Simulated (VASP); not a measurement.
Output of a VASP run:

**OUTCAR**
```
 ion  position               nearest neighbor table
   1  0.333  0.667  0.250-   4 2.47   5 2.47   4 2.47   5 2.47   4 2.47   5 2.47
   2  0.667  0.333  0.750-   3 2.47   6 2.47   3 2.47   6 2.47   3 2.47   6 2.47
   3  0.333  0.667  0.873-   2 2.47   2 2.47   2 2.47
   4  0.667  0.333  0.373-   1 2.47   1 2.47   1 2.47
   5  0.667  0.333  0.127-   1 2.47   1 2.47   1 2.47
   6  0.333  0.667  0.627-   2 2.47   2 2.47   2 2.47
  LATTYP: Found a hexagonal cell.
 ALAT       =     3.2864404985
 C/A-ratio  =     3.9118214960
 Subroutine PRICEL returns:
 Original cell was already a primitive cell.
 Subroutine GETGRP returns: Found 24 space group operations
The static configuration has the point symmetry D_3d.
 The point group associated with its full space group is D_6h.
The dynamic configuration has the point symmetry D_3d.
 Subroutine INISYM returns: Found 24 space group operations
 Subroutine IBZKPT returns following result:
 Found     16 irreducible k-points:

 Following reciprocal coordinates:
            Coordinates               Weight
  0.000000  0.000000  0.000000      1.000000
  0.142857  0.000000  0.000000      6.000000
  0.285714  0.000000  0.000000      6.000000
  0.428571  0.000000  0.000000      6.000000
  0.142857  0.142857  0.000000      6.000000
  0.285714  0.142857  0.000000     12.000000
  0.428571  0.142857  0.000000      6.000000
  0.285714  0.285714  0.000000      6.000000
  0.000000  0.000000  0.500000      1.000000
  0.142857  0.000000  0.500000      6.000000
  0.285714  0.000000  0.500000      6.000000
  0.428571  0.000000  0.500000      6.000000
  0.142857  0.142857  0.500000      6.000000
  0.285714  0.142857  0.500000     12.000000
  0.428571  0.142857  0.500000      6.000000
  0.285714  0.285714  0.500000      6.000000
   k-points           NKPTS =     16   k-points in BZ     NKDIM =     16   number of bands    NBANDS=     31
   number of dos      NEDOS =    301   number of ions     NIONS =      6
   total plane-waves  NPLWV =  55296
   dimension x,y,z NGX =    24 NGY =   24 NGZ =   96
   dimension x,y,z NGXF=    48 NGYF=   48 NGZF=  192
   ions per type =               2   4
   PREC   = accura    normal or accurate (medium, high low for compatibility)
   ISTART =      0    job   : 0-new  1-cont  2-samecut
   ICHARG =      2    charge: 1-file 2-atom 10-const
   ISPIN  =      1    spin polarized calculation?
   LNONCOLLINEAR =      F non collinear calculations
   LSORBIT =      F    spin-orbit coupling
   INIWAV =      1    electr: 0-lowe 1-rand  2-diag
   ENCUT  =  520.0 eV  38.22 Ry    6.18 a.u.   6.11  6.11 23.90*2*pi/ulx,y,z
   NELM   =    100;   NELMIN=  2; NELMDL= -5     # of ELM steps
   EDIFF  = 0.1E-05   stopping-criterion for ELM
   LREAL  =      F    real-space projection
   NLSPLINE    = F    spline interpolate recip. space projectors
   LMAXMIX     =    4 max onsite mixed and CHGCAR
   VOSKOWN=      0    Vosko Wilk Nusair interpolation
   EDIFFG = -.2E-01   stopping-criterion for IOM
   NSW    =     60    number of steps for IOM
   NBLOCK =      1;   KBLOCK =     60    inner block; outer block
   IBRION =      2    ionic relax: 0-MD 1-quasi-New 2-CG
   NFREE  =      1    steps in history (QN), initial steepest desc. (CG)
   ISIF   =      3    stress and relaxation
   ISYM   =      2    0-nonsym 1-usesym 2-fastsym
   TEIN   =    0.0    initial temperature
   TEBEG  =    0.0;   TEEND  =   0.0 temperature during run
   SMASS  =  -3.00    Nose mass-parameter (am)
   PSTRESS=    0.0 pullay stress
   NELECT =      52.0000    total number of electrons
   EFERMI =   0.00;   METHOD = LEGACY
   ISMEAR =     0;   SIGMA  =   0.05  broadening in eV -4-tet -1-fermi 0-gaus
   IALGO  =     38    algorithm
   LDIAG  =      T    sub-space diagonalisation (order eigenvalues)
   IMIX   =      4    mixing-type and parameters
     AMIX     =   0.40;   BMIX     =  1.00
     AMIX_MAG =   1.60;   BMIX_MAG =  1.00
     AMIN     =   0.10
   GGA     = ML    functional components
   VOSKOWN =     0    Vosko Wilk Nusair interpolation
...
```

### OSZICAR
```
       N       E                     dE             d eps       ncg     rms          rms(c)
DAV:   1     0.471343490323E+03    0.47134E+03   -0.29584E+04  1120   0.157E+03
DAV:   2    -0.314949375891E+01   -0.47449E+03   -0.46410E+03  1219   0.395E+02
DAV:   3    -0.310988850873E+02   -0.27949E+02   -0.27748E+02  1317   0.819E+01
DAV:   4    -0.317745813704E+02   -0.67570E+00   -0.67425E+00  1236   0.125E+01
DAV:   5    -0.317948131595E+02   -0.20232E-01   -0.20225E-01  1333   0.205E+00    0.260E+01
DAV:   6    -0.292940736805E+02    0.25007E+01   -0.42067E+01  1079   0.300E+01    0.144E+01
DAV:   7    -0.280443327348E+02    0.12497E+01   -0.15241E+01  1158   0.195E+01    0.650E+00
DAV:   8    -0.278397217733E+02    0.20461E+00   -0.13681E+00  1342   0.627E+00    0.297E+00
DAV:   9    -0.278606472511E+02   -0.20925E-01   -0.21860E-01  1292   0.214E+00    0.147E+00
DAV:  10    -0.278476128037E+02    0.13034E-01   -0.11876E-01  1268   0.169E+00    0.446E-01
DAV:  11    -0.278474863417E+02    0.12646E-03   -0.54393E-03  1205   0.417E-01    0.279E-01
DAV:  12    -0.278471178115E+02    0.36853E-03   -0.20566E-03  1263   0.214E-01    0.961E-02
DAV:  13    -0.278471083246E+02    0.94869E-05   -0.19698E-04  1294   0.705E-02    0.151E-02
DAV:  14    -0.278471113017E+02   -0.29771E-05   -0.19540E-05  1281   0.219E-02    0.143E-02
DAV:  15    -0.278471114615E+02   -0.15979E-06   -0.20039E-06   918   0.807E-03
   1 F= -.27847111E+02 E0= -.27847111E+02  d E =-.278471E+02
```

**OUTCAR**
```
------------------------ aborting loop because EDIFF is reached ----------------------------------------
  FORCE on cell =-STRESS in cart. coord.  units (eV):
  Direction    XX          YY          ZZ          XY          YZ          ZX
  --------------------------------------------------------------------------------------
  Total        0.0307441      0.0307441     -0.0224966      0.0000000     -0.0000000      0.0000000
  in kB        0.4096243      0.4096242     -0.2997375      0.0000000     -0.0000000      0.0000000
  external PRESSURE =       0.1731704 kB  Pullay stress =       0.0000000 kB
  volume of cell :      120.25
      direct lattice vectors                 reciprocal lattice vectors
     1.643220383 -2.846140882  0.000000000     0.304280549 -0.175676476  0.000000000
     1.643220383  2.846140882  0.000000000     0.304280549  0.175676476  0.000000000
     0.000000000  0.000000000 12.855968587     0.000000000  0.000000000  0.077784882
 POSITION                                       TOTAL-FORCE (eV/Angst)
 -----------------------------------------------------------------------------------
      1.64322      0.94872      3.21399         0.000000      0.000000      0.000000
      1.64322     -0.94872      9.64198        -0.000000     -0.000000      0.000000
      1.64322      0.94872     11.22501         0.000000      0.000000     -0.008546
      1.64322     -0.94872      4.79703         0.000000      0.000000     -0.008546
      1.64322     -0.94872      1.63095        -0.000000      0.000000      0.008546
      1.64322      0.94872      8.05894         0.000000     -0.000000      0.008546
 -----------------------------------------------------------------------------------
    total drift:                               -0.000278      0.001698     -0.000029
  FREE ENERGIE OF THE ION-ELECTRON SYSTEM (eV)
  ---------------------------------------------------
  free  energy   TOTEN  =       -27.8471114615 eV

  energy  without entropy=      -27.8471114615  energy(sigma->0) =      -27.84711146

 reached required accuracy - stopping structural energy minimisation
```
(Selected blocks of OUTCAR.)

File POSCAR:
```
MoS2
1
    1.6432203830    -2.8461408825    -0.0000000000
    1.6432203830     2.8461408825    -0.0000000000
   -0.0000000000     0.0000000000    12.8559685872
Mo S
2 4
Direct
  0.3333330000   0.6666670000   0.2500000000
  0.6666670000   0.3333330000   0.7500000000
  0.3333330000   0.6666670000   0.8731364359
  0.6666670000   0.3333330000   0.3731364359
  0.6666670000   0.3333330000   0.1268635641
  0.3333330000   0.6666670000   0.6268635641
```

Reconstruct the remaining input files.

This is not unique; one that fits is the input of the run itself, vdW-DF2, plane waves, VASP's PBE PAW potentials (set 64).

**KPOINTS**
```
Automatic mesh
0
Gamma
7 7 2
0 0 0
```

### INCAR
```
AGGAC  =  0.0
ALGO  =  Normal
EDIFF  =  1E-6
EDIFFG  =  -0.02
ENCUT  =  520
GGA  =  ML
IBRION  =  2
ISIF  =  3
ISMEAR  =  0
LASPH  =  .TRUE.
LCHARG  =  .FALSE.
LMAXMIX  =  4
LREAL  =  .FALSE.
LUSE_VDW  =  .TRUE.
LWAVE  =  .FALSE.
NELM  =  100
NSW  =  60
PREC  =  Accurate
SIGMA  =  0.05
SYSTEM  =  MoS2
ZAB_VDW  =  -1.8867
```

POTCAR, in this order: Mo_sv S (PBE.64 set). Program: vasp_std.

The compound is MoS2 in the 2H layered structure. It was relaxed first, which changed the volume by +13 %. The start is the result of an earlier pass.
